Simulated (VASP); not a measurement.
```yaml
crystal:
  lattice:
    - [0.00000, 2.07000, 2.07000]
    - [2.07000, 0.00000, 2.07000]
    - [2.07000, 2.07000, 0.00000]
  atoms:
    - { symbol: V, position: [0.00000, 0.00000, 0.00000] }
    - { symbol: N, position: [0.50000, 0.50000, 0.50000] }
```

The base run (VASP): PBE GGA, plane waves, VASP's PBE PAW potentials (set 64). Settings: 520 eV cut-off, 14×14×14 Γ-centred mesh, first-order Methfessel-Paxton smearing of 0.10 eV, potentials V_sv N.

One setting is varied; ΔE counts from the most expensive setting. The base run took about 20 core-seconds. Times come from single runs on busy shared machines, so they are rough: good to a factor of about 2.

Pressures at a finite cut-off, here 520 eV, hold a Pulay part, which wasn't tested here.

| setting | cost over the base run | electronic steps | ΔE (meV/atom) | pressure (GPa) |
|---|---|---|---|---|
| KPOINTS 2×2×2 Γ-centred mesh | about 1/7 | 13 | 180.4 | -4.00 |
| KPOINTS 3×3×3 Γ-centred mesh | about 1/7 | 14 | 159.5 | 0.62 |
| KPOINTS 1×1×1 Γ-centred mesh | about 1/2 | 61 | 9638.7 | 145.52 |
| KPOINTS 10×10×10 Γ-centred mesh | within a factor of 2 | 14 | -4.3 | -4.60 |
| base run | reference | 13 | 0.6 | -4.30 |
| KPOINTS 16×16×16 Γ-centred mesh | within a factor of 2 | 14 | -0.8 | -4.52 |
| KPOINTS 17×17×17 Γ-centred mesh | within a factor of 2 | 13 | 0.7 | -4.33 |
| KPOINTS 19×19×19 Γ-centred mesh | about 2 times | 14 | 0.0 | -4.50 |

Left out are runs that failed, have no time on record or changed the cell.

The compound is VN in the rock salt structure, which distorts at low temperature. The cell was not relaxed at this level.
